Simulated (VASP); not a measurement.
# NbCd3: structure and properties in VASP, part 2 of 3

Wanted: the relaxed cell of NbCd3 and its properties. The start is a cell from a database of measured crystal structures.

VASP 6.6.1; LDA; plane waves and PAW (Nb_sv, Cd).

Still holding for the runs below: This run has no spin polarisation. Its electron count is odd, so without a moment it is a metal by construction. The k-mesh is coarse for a metal.

So far. Step 2 (Relaxing cell and atoms (LDA)): It ends with forces that vanish by symmetry and a pressure of -0.05 GPa. The volume lies -2.0 % from that of the database's start, which holds the thermal and zero-point expansion of its experiment. Step 3 (Second relaxation): It ends with forces that vanish by symmetry and a pressure of 0.04 GPa. The volume moved by only 0.11 %, so the volume is settled. The relaxed cell has a = 4.185 Å (conventional setting).

### 4. Density, ELF and potential (LDA)

The relaxed cell gets a fresh self-consistent run, on a basis set for its own volume, to fix the density and to check the remaining stress.

Contents of INCAR:

```
SYSTEM = NbCd3
PREC = Accurate
ENCUT = 400
EDIFF = 1E-06
NELM = 100
ISMEAR = 1
SIGMA = 0.2
LREAL = .FALSE.
ALGO = Normal
GGA = CA
NBANDS = 30
LASPH = .TRUE.
LORBIT = 11
LWAVE = .FALSE.
LCHARG = .TRUE.
ISIF = 2
LELF = .TRUE.
LVHAR = .TRUE.
```

Contents of POSCAR:

```
NbCd3
1.0
    4.1851611300      0.0000000000      0.0000000000
    0.0000000000      4.1851611300      0.0000000000
    0.0000000000      0.0000000000      4.1851611300
Nb Cd
1 3
Direct
    0.0000000000      0.0000000000      0.0000000000
    0.0000000000      0.5000000000      0.5000000000
    0.5000000000      0.0000000000      0.5000000000
    0.5000000000      0.5000000000      0.0000000000
```

Contents of KPOINTS:

```
Automatic mesh
0
Gamma
6 6 6
0 0 0
```

Potentials, in the order of the species: Nb_sv and Cd (LDA family, release 64).

Launch:

```sh
mpirun -np 4 vasp_std
```

Output:

```text
[banner, memory and clock lines left out]
running    4 mpi-ranks, on    1 nodes
 distrk:  each k-point on    4 cores,    1 groups
 distr:  one band on    1 cores,    4 groups

 POSCAR found type information on POSCAR NbCd
 POSCAR found :  2 types and       4 ions
 LDA part: xc-table for (Slater(with rela. corr.)+CA(PZ))
 , standard interpolation
|                                                                             |
|           W    W    AA    RRRRR   N    N  II  N    N   GGGG   !!!           |
|           W    W   A  A   R    R  NN   N  II  NN   N  G    G  !!!           |
|           W    W  A    A  R    R  N N  N  II  N N  N  G       !!!           |
|           W WW W  AAAAAA  RRRRR   N  N N  II  N  N N  G  GGG   !            |
|           WW  WW  A    A  R   R   N   NN  II  N   NN  G    G                |
|           W    W  A    A  R    R  N    N  II  N    N   GGGG   !!!           |
|                                                                             |
|     The number of bands has been changed from the values supplied in        |
|     The orbitals not found in the WAVECAR file will be initialized with     |
|     random numbers, which is usually adequate. For correlated               |
|     calculations, however, you should redo the groundstate calculation.     |
|     I found NBANDS = 30. Now, NBANDS = 32.                                  |
|                                                                             |

 POSCAR, INCAR and KPOINTS ok, starting setup
 FFT: planning ... GRIDC
 FFT: planning ... GRID_SOFT
 FFT: planning ... GRID
 WAVECAR not read
 entering main loop
       N       E                     dE             d eps       ncg     rms          rms(c)
DAV:   1     0.409636708669E+03    0.40964E+03   -0.22438E+04  1280   0.130E+03
DAV:   2     0.225456706030E-01   -0.40961E+03   -0.39662E+03  1456   0.450E+02
DAV:   3    -0.156965875300E+02   -0.15719E+02   -0.15346E+02  1816   0.877E+01
DAV:   4    -0.163415894316E+02   -0.64500E+00   -0.64270E+00  1888   0.137E+01
DAV:   5    -0.163502059776E+02   -0.86165E-02   -0.86066E-02  1760   0.139E+00    0.106E+01
DAV:   6    -0.155905843704E+02    0.75962E+00   -0.17449E+00  1712   0.119E+01    0.666E+00
DAV:   7    -0.154861243076E+02    0.10446E+00   -0.23480E-01  1560   0.343E+00    0.382E+00
DAV:   8    -0.154686983278E+02    0.17426E-01   -0.72501E-02  1728   0.223E+00    0.523E-01
DAV:   9    -0.154662794605E+02    0.24189E-02   -0.68738E-03  1720   0.619E-01    0.191E-01
DAV:  10    -0.154662165542E+02    0.62906E-04   -0.67455E-04  1552   0.178E-01    0.292E-02
DAV:  11    -0.154662152364E+02    0.13177E-05   -0.37681E-05  1656   0.484E-02    0.100E-02
DAV:  12    -0.154662153892E+02   -0.15273E-06   -0.34188E-06  1336   0.175E-02
   1 F= -.15466215E+02 E0= -.15464070E+02  d E =-.643516E-02
```

The job ended after 29 s (4 MPI ranks of AMD EPYC 7R43, shared host; peak memory 0.35 GiB; 1.7 min of CPU time).

OUTCAR, selected parts (step 4):

```text
  LATTYP: Found a simple cubic cell.
 ALAT       =     4.1851611300

The static configuration has the point symmetry O_h .

 Found     20 irreducible k-points:

   k-points           NKPTS =     20   k-points in BZ     NKDIM =     20   number of bands    NBANDS=     32

   ENCUT  =  400.0 eV  29.40 Ry    5.42 a.u.   6.82  6.82  6.82*2*pi/ulx,y,z

   NELECT =      49.0000    total number of electrons

 E-fermi :   5.2708

 k-point     1 :       0.0000    0.0000    0.0000
  band No.  band energies     occupation
    ...
     18      -2.2602      2.00000
     19      -2.2602      2.00000
     20      -2.2602      2.00000
     21       4.3245      2.00000
     22       4.3245      2.00000
     23       5.4383      0.00202
     24       5.4383      0.00202
     25       5.4383      0.00202
     26       6.6010     -0.00000
     27       6.6010     -0.00000
    ...

 k-point     2 :       0.1667    0.0000    0.0000
  band No.  band energies     occupation
    ...
     20      -2.2600      2.00000
     21       3.0236      2.00000
     22       4.3459      2.00000
     23       5.0474      2.06682
     24       5.0474      2.06682
     25       5.7785     -0.00195
     26       6.5782     -0.00000
     27       7.2001     -0.00000
     28       7.2001     -0.00000
     29      10.2563      0.00000
    ...

  Total       -0.0111040     -0.0111040     -0.0111040      0.0000000      0.0000000      0.0000000
  in kB       -0.2426916     -0.2426916     -0.2426916      0.0000000      0.0000000      0.0000000
  external PRESSURE =      -0.2426916 kB  Pullay stress =       0.0000000 kB

  energy-cutoff  :      400.00
  volume of cell :       73.31
      direct lattice vectors                 reciprocal lattice vectors
     4.185161130  0.000000000  0.000000000     0.238939426  0.000000000  0.000000000
     0.000000000  4.185161130  0.000000000     0.000000000  0.238939426  0.000000000
     0.000000000  0.000000000  4.185161130     0.000000000  0.000000000  0.238939426

 POSITION                                       TOTAL-FORCE (eV/Angst)
 -----------------------------------------------------------------------------------
      0.00000      0.00000      0.00000         0.000000      0.000000      0.000000
      0.00000      2.09258      2.09258         0.000000      0.000000      0.000000
      2.09258      0.00000      2.09258         0.000000      0.000000      0.000000
      2.09258      2.09258      0.00000         0.000000      0.000000      0.000000
 -----------------------------------------------------------------------------------
    total drift:                                0.000000      0.000000      0.000000

  FREE ENERGIE OF THE ION-ELECTRON SYSTEM (eV)
  ---------------------------------------------------
  free  energy   TOTEN  =       -15.4662153892 eV

  energy  without entropy=      -15.4597802262  energy(sigma->0) =      -15.46407033

 total charge
# of ion       s       p       d       tot
------------------------------------------
    1        2.127   5.971   2.509  10.607
    2        0.566   0.444   9.455  10.465
    3        0.566   0.444   9.455  10.465
    4        0.566   0.444   9.455  10.465
--------------------------------------------------
tot          3.826   7.303  30.875  42.003

[... 4 parts as in an earlier step ...]

[... 5 further parts left out ...]
```

This step gave:

| Item | Value |
| --- | --- |
| electronic steps | 12 |
| bands | 32 |
| pressure | -0.02427 GPa |

Valence electrons inside each PAW sphere by angular momentum. Sphere charges, by row:

| atom | s (e) | p (e) | d (e) | tot (e) |
| --- | --- | --- | --- | --- |
| Nb1 | 2.127 | 5.971 | 2.509 | 10.61 |
| Cd2 | 0.566 | 0.444 | 9.455 | 10.46 |
| Cd3 | 0.566 | 0.444 | 9.455 | 10.46 |
| Cd4 | 0.566 | 0.444 | 9.455 | 10.46 |

Electrostatic potential energy in the ac plane at fractional y = 0.000, with atoms of Nb and Cd within 0.2 Å of it. With pseudopotentials it is smooth inside the atoms' cores, unlike the true potential.

Values in eV, 14 rows by 14 columns, each cell a mean:
```
-69 -68 -47 -20  -2   1   3   3   3   0  -7 -27 -58 -69
-62 -55 -33 -11  -1   1   2   2   2   1  -4 -16 -43 -58
-31 -25 -10  -3  -1   0  -1  -1  -1   0  -1  -4 -16 -27
 -8  -6  -3  -1  -2  -5  -8  -8  -7  -4  -1  -1  -4  -7
  0   0   1  -1  -6 -11 -14 -14 -13 -10  -4   0   1   0
  3   2   1  -2 -10 -14 -16 -16 -15 -13  -7  -1   2   3
  3   3   1  -3 -11 -15 -17 -17 -16 -14  -8  -1   2   3
  3   3   1  -2 -11 -14 -16 -17 -16 -14  -8  -1   2   3
  1   1   1  -1  -7 -12 -14 -15 -14 -11  -5   0   1   1
 -3  -2  -1  -1  -3  -7 -11 -11 -10  -6  -2  -1  -1  -2
-24 -18  -7  -3  -1  -1  -2  -3  -2  -1  -1  -3 -11 -20
-52 -44 -23  -7  -1   1   1   1   1   1  -3 -10 -33 -47
-69 -66 -44 -18  -2   1   3   3   2   0  -6 -25 -55 -68
-69 -69 -52 -24  -3   1   3   3   3   0  -8 -31 -62 -69
```
Columns run along a (4.2 Å; values clipped at the 3rd and 97th percentile), rows up along c (4.2 Å). Atoms in or near the plane, at fractional coordinates: Nb at (0.00, 0.00), Cd at (0.50, 0.50).

ELF in the ac plane at fractional y = 0.000, with atoms of Nb and Cd within 0.2 Å of it. It is the smooth field of the valence electrons, not physical close to the nuclei.

Ten even steps from '_' (0.01) to '@' (0.70), each cell a mean:
```
@@@@%%==..::====--::::++@@@@
@@@@##--::--======--::==@@@@
**++--::--------------::==++
::::::------------------::::
::::--------::::----------::
--====----::______------==--
======----..______::----====
======----..______::----====
::----------....::--------::
....::------------------::..
====------------------::--==
@@%%**--::--======--::--##%%
@@@@%%==..--======::::++@@@@
%%@@@@==..::====--::::**@@@@
```
Columns run along a (4.2 Å), rows up along c (4.2 Å). Atoms in or near the plane, at fractional coordinates: Nb at (0.00, 0.00), Cd at (0.50, 0.50).

Valence density in the ac plane at fractional y = 0.000, with atoms of Nb and Cd within 0.2 Å of it. It is the smooth field of the valence electrons, not physical close to the nuclei.

Ten even steps from '0' (0.1 e/Å³) to '9' (9.1 e/Å³), each cell a mean:
```
65200000000035
43100000000023
10000000000000
00000000000000
00000123200000
00000256420000
00001389630000
00001378520000
00000133210000
00000011000000
00000000000000
22000000000012
64200000000035
76200000000146
```
Columns run along a (4.2 Å), rows up along c (4.2 Å). Atoms in or near the plane, at fractional coordinates: Nb at (0.00, 0.00), Cd at (0.50, 0.50).

In this run the pressure is -0.02 GPa, small enough to go on.

### 5. Bands along the symmetry lines (LDA)

The mesh alone shows little of the dispersion and can miss band extrema, so KPOINTS_OPT adds a path through the symmetry points after the self-consistent cycle.

Contents of INCAR:

```
SYSTEM = NbCd3
PREC = Accurate
ENCUT = 400
EDIFF = 1E-06
NELM = 100
ISMEAR = 1
SIGMA = 0.2
LREAL = .FALSE.
ALGO = Normal
GGA = CA
NBANDS = 38
LASPH = .TRUE.
LORBIT = 11
LWAVE = .FALSE.
LCHARG = .FALSE.
KPAR = 4
```

POSCAR is that of step 4.

KPOINTS is that of step 4.

Contents of KPOINTS_OPT:

```
Line mode
16
Line-mode
Reciprocal
  0.00000000   0.00000000   0.00000000 GAMMA
  0.00000000   0.50000000   0.00000000 X

  0.00000000   0.50000000   0.00000000 X
  0.50000000   0.50000000   0.00000000 M

  0.50000000   0.50000000   0.00000000 M
  0.00000000   0.00000000   0.00000000 GAMMA

  0.00000000   0.00000000   0.00000000 GAMMA
  0.50000000   0.50000000   0.50000000 R

  0.50000000   0.50000000   0.50000000 R
  0.00000000   0.50000000   0.00000000 X

  0.50000000   0.50000000   0.00000000 M
  0.50000000   0.50000000   0.50000000 R
```

Launch:

```sh
mpirun -np 4 vasp_std
```

Output:

```text
[... set-up lines as in an earlier step ...]
 entering main loop
       N       E                     dE             d eps       ncg     rms          rms(c)
DAV:   1     0.418391522027E+03    0.41839E+03   -0.21520E+04  1520   0.110E+03
DAV:   2    -0.265175828269E+00   -0.41866E+03   -0.39943E+03  1636   0.390E+02
DAV:   3    -0.158071711302E+02   -0.15542E+02   -0.15203E+02  2072   0.793E+01
DAV:   4    -0.163424129502E+02   -0.53524E+00   -0.52803E+00  2258   0.113E+01
DAV:   5    -0.163501638778E+02   -0.77509E-02   -0.77497E-02  1940   0.132E+00    0.106E+01
DAV:   6    -0.155911609229E+02    0.75900E+00   -0.13061E+00  2052   0.999E+00    0.668E+00
DAV:   7    -0.154864653593E+02    0.10470E+00   -0.17918E-01  1802   0.283E+00    0.384E+00
DAV:   8    -0.154690382085E+02    0.17427E-01   -0.55626E-02  2138   0.191E+00    0.516E-01
DAV:   9    -0.154662811636E+02    0.27570E-02   -0.52418E-03  1980   0.562E-01    0.189E-01
DAV:  10    -0.154662239762E+02    0.57187E-04   -0.83192E-04  1840   0.170E-01    0.339E-02
DAV:  11    -0.154662151347E+02    0.88414E-05   -0.47947E-05  1828   0.503E-02    0.142E-02
DAV:  12    -0.154662153858E+02   -0.25105E-06   -0.38097E-06  1916   0.142E-02
   1 F= -.15466215E+02 E0= -.15464070E+02  d E =-.643480E-02
 Start KPOINTS_OPT (optional k-point list driver)
k-point batch [1-20\96]
       N       E                     dE             ncg
DAV:   1     0.232262001752E+04   -0.88856E+04     1520
DAV:   2    -0.611106096401E+04   -0.84337E+04     1650
DAV:   3    -0.644005040080E+04   -0.32899E+03     2046
DAV:   4    -0.645141428845E+04   -0.11364E+02     2322
DAV:   5    -0.645162471417E+04   -0.21043E+00     1912
DAV:   6    -0.645162983908E+04   -0.51249E-02     2196
DAV:   7    -0.645162992790E+04   -0.88818E-04     1798
DAV:   8    -0.645162992940E+04   -0.14955E-05     1486
DAV:   9    -0.645162992949E+04   -0.95647E-07     1030
[...]
k-point batch [81-96\96]
       N       E                     dE             ncg
DAV:   1     0.564092301453E+04   -0.22319E+05     1216
DAV:   2    -0.107214829136E+04   -0.67131E+04     1308
DAV:   3    -0.131454096225E+04   -0.24239E+03     1708
DAV:   4    -0.132066731528E+04   -0.61264E+01     1728
DAV:   5    -0.132076577954E+04   -0.98464E-01     1596
DAV:   6    -0.132076758543E+04   -0.18059E-02     1766
DAV:   7    -0.132076760359E+04   -0.18159E-04     1420
DAV:   8    -0.132076760383E+04   -0.23480E-06     1104
```

The job ended after 83 s (4 MPI ranks; peak memory 0.62 GiB).

Parts of OUTCAR (step 5):

```text
   k-points           NKPTS =     20   k-points in BZ     NKDIM =     20   number of bands    NBANDS=     38

   NELECT =      49.0000    total number of electrons

 E-fermi :   5.2708

 k-point     1 :       0.0000    0.0000    0.0000
  band No.  band energies     occupation
    ...
     18      -2.2602      2.00000
     19      -2.2602      2.00000
     20      -2.2602      2.00000
     21       4.3245      2.00000
     22       4.3245      2.00000
     23       5.4383      0.00187
     24       5.4383      0.00187
     25       5.4383      0.00187
     26       6.6009     -0.00000
     27       6.6009     -0.00000
    ...

  Total       -0.0084472     -0.0084472     -0.0084472      0.0000000      0.0000000      0.0000000
  in kB       -0.1846224     -0.1846224     -0.1846224      0.0000000      0.0000000      0.0000000
  external PRESSURE =      -0.1846224 kB  Pullay stress =       0.0000000 kB

  FREE ENERGIE OF THE ION-ELECTRON SYSTEM (eV)
  ---------------------------------------------------
  free  energy   TOTEN  =       -15.4662153858 eV

  energy  without entropy=      -15.4597805884  energy(sigma->0) =      -15.46407045

[... 9 parts as in an earlier step ...]

[... 8 further parts left out ...]
```

Spin-orbit coupling is off here; it would split degenerate levels.

Numbers from this step:

- bands: 38
- pressure: -0.01846 GPa

The electronic bands at the labelled points (eV, zero at the Fermi level; # counts the bands kept, so #1 is VASP's band 7):

| point | #15 | #16 | #17 | #18 | #19 | #20 | #21 | #22 |
| --- | --- | --- | --- | --- | --- | --- | --- | --- |
| Γ | -0.95 | -0.95 | 0.17 | 0.17 | 0.17 | 1.33 | 1.33 | 1.33 |
| 0.53 of the way | -3.48 | -0.90 | -0.56 | -0.56 | 0.73 | 1.28 | 2.63 | 2.63 |
| X | -6.05 | -0.95 | -0.95 | -0.84 | 1.04 | 1.24 | 3.28 | 4.34 |
| 0.47 of the way | -5.30 | -1.92 | -1.21 | -0.68 | 0.36 | 1.15 | 2.44 | 2.93 |
| M | -3.26 | -3.22 | -3.22 | -0.35 | -0.35 | 1.13 | 1.89 | 2.24 |
| 0.53 of the way | -2.84 | -2.56 | -0.63 | -0.40 | 0.50 | 1.18 | 1.75 | 3.54 |
| Γ | -0.95 | -0.95 | 0.17 | 0.17 | 0.17 | 1.33 | 1.33 | 1.33 |
| 0.53 of the way | -2.43 | -2.43 | -2.35 | -0.57 | -0.57 | 1.87 | 2.17 | 2.17 |
| R | -2.44 | -2.44 | -2.44 | -1.23 | -1.23 | -1.23 | 1.55 | 1.55 |
| 0.53 of the way | -4.65 | -1.89 | -1.13 | -1.03 | -0.57 | 1.31 | 1.83 | 3.10 |
| X | -6.05 | -0.95 | -0.95 | -0.84 | 1.04 | 1.24 | 3.28 | 4.34 |
| jump to M | -3.26 | -3.22 | -3.22 | -0.35 | -0.35 | 1.13 | 1.89 | 2.24 |
| 0.53 of the way | -2.91 | -2.91 | -2.36 | -0.69 | -0.69 | 0.22 | 1.36 | 1.91 |
| R | -2.44 | -2.44 | -2.44 | -1.23 | -1.23 | -1.23 | 1.55 | 1.55 |

Of the projections kept (Nb, Cd), the largest for each band there; the rest of the weight can lie on other orbitals:

| point | #15 | #16 | #17 | #18 | #19 | #20 | #21 | #22 |
| --- | --- | --- | --- | --- | --- | --- | --- | --- |
| Γ | Nb 0.58 | Nb 0.58 | Cd 0.91 | Cd 0.91 | Cd 0.91 | Nb 0.90 | Nb 0.90 | Nb 0.90 |
| X | Cd 0.83 | Nb 0.72 | Nb 0.72 | Nb 0.76 | Nb 0.96 | Nb 0.91 | Cd 1.00 | Cd 0.85 |
| M | Cd 0.51 | Cd 0.94 | Cd 0.94 | Nb 0.82 | Nb 0.82 | Nb 0.98 | Nb 0.87 | Nb 0.77 |
| Γ | Nb 0.58 | Nb 0.58 | Cd 0.91 | Cd 0.91 | Cd 0.91 | Nb 0.90 | Nb 0.90 | Nb 0.90 |
| R | Cd 0.68 | Cd 0.68 | Cd 0.68 | Cd 0.83 | Cd 0.83 | Cd 0.83 | Nb 0.96 | Nb 0.96 |
| X | Cd 0.83 | Nb 0.72 | Nb 0.72 | Nb 0.76 | Nb 0.96 | Nb 0.91 | Cd 1.00 | Cd 0.86 |

There is no gap at this level.

(Continued in part 3 of 3.)

[Lines on the potential files, build, host, timing and source positions are cut from VASP's logs without a mark.]

[Logs are printed without paths, hosts, clocks, repeated set-up lines and the standing remarks that a program may print on its own settings, such as how far it seeks lower states.]

[Hosts, paths, dates, database ids (printed as entryN), source tags and the programs' standing remarks are cut or masked in the printed files.]

[A measured line is paired with the nearest computed mode of its activity, which favours agreement.]
